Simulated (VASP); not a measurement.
Take Si (diamond), without spin-orbit terms, in VASP with PAW potentials, and its band gap.

Q: One run gives 0.98 eV. Which level is it?
(A) PBE0 (PBE cell)
(B) PBE-D4 (own cell)
(C) vdW-DF2 (own cell)
(D) r2SCAN+rVV10 (starting cell)

A: C, vdW-DF2 (own cell).  The others give 1.84 (PBE0 (PBE cell)), 0.75 (r2SCAN+rVV10 (starting cell)), 0.56 (PBE-D4 (own cell)).

Only levels that ran to the end are used. Left out are those held back, those with too coarse a band path, GW runs whose mesh misses a band edge, hybrids' fits of cells that aren't cubic and levels without matching references; a question may draw on a part of the rest.

The compound is Si in the diamond structure.
